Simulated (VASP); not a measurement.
A run of VASP 6.6.1 is set up as follows.

File INCAR:

```
SYSTEM = PtF2
ALGO = Fast
EDIFF = 1E-6
ENCUT = 520
GGA = PE
ISIF = 2
ISMEAR = 0
ISPIN = 2
LASPH = .True.
LCHARG = .False.
LMAXMIX = 4
LORBIT = 11
LREAL = .False.
LWAVE = .False.
MAGMOM = 0.5 0 0
NELM = 80
NUPDOWN = 0
PREC = Accurate
SIGMA = 0.05
```

Contents of KPOINTS:

```
k-points
0
Gamma
  7 7 7
  0 0 0
```

POSCAR

```
PtF2
1.0
    1.5647742300      0.9034228200      4.7309018300
   -1.5647742300      0.9034228200      4.7309018300
    0.0000000000     -1.8068456500      4.7309018300
Pt F
1 2
Direct
    0.0000000000      0.0000000000      0.0000000000
    0.2520000000      0.2520000000      0.2520000000
    0.7480000000      0.7480000000      0.7480000000
```

Potentials or basis: VASP PAW PBE potentials, release 64 (Pt, F).

The run is started by

```bash
$ cat potpaw_PBE.64/Pt/POTCAR potpaw_PBE.64/F/POTCAR > POTCAR
$ mpirun -np 1 vasp_std > vasp.out
```

Q: What does it give for the pressure?

A: 24.3 GPa.

Q: Estimate the largest force.

A: 1.101 eV/Å.

Forces on the atoms (eV/Å):
```
Pt   0.000  0.000  0.000
F    0.000  0.000 -1.101
F    0.000  0.000  1.101
```

Caveat: the total moment is fixed, so each spin has its own Fermi level; forces of over 1 eV/Å show positions far from the minimum, so gaps and moduli don't describe the material at rest. Spin-orbit coupling is left out, which matters for the levels of Pt.
